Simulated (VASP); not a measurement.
Consider the following.

```
Li
1.0
   -1.74500     1.74500     1.74500
    1.74500    -1.74500     1.74500
    1.74500     1.74500    -1.74500
Li
1
Direct
  0.00000   0.00000   0.00000
```

All values below come from PBE GGA with D4 dispersion, VASP's PBE PAW potentials (set 64) (plane waves; VASP). Numerical set-up: 520 eV cut-off, 13×13×13 Γ-centred mesh, first-order Methfessel-Paxton smearing of 0.10 eV, potentials Li_sv.

Energy and stress use the plane-wave basis of the starting cell.

Task: The ions, cell shape and volume are relaxed. What does this cell relax into?

Result: 
```
Li
1.0
   -1.70848     1.70848     1.70848
    1.70848    -1.70848     1.70848
    1.70848     1.70848    -1.70848
Li
1
Cartesian
  0.00000   0.00000   0.00000
```
Space group Im-3m (229), at a tolerance of 0.03 Å.

Task: How do energy and volume change from the first to the last step?

Result: The energy (σ→0) changes by -3.6 meV/atom and the volume by -6.1 %, in 4 ionic steps.

```
step  E(σ→0) (eV)  max force (eV/Å)  pressure (GPa)  volume (Å³)
----  -----------  ----------------  --------------  -----------
1         -1.9223             0.000           -0.84        21.25
2         -1.9239             0.000           -0.64        20.91
3         -1.9258             0.000           -0.11        20.11
4         -1.9259             0.000            0.00        19.95
```

The compound is Li in the bcc structure. This run relaxes it. Symmetry was kept, so distortions that lower it aren't found.
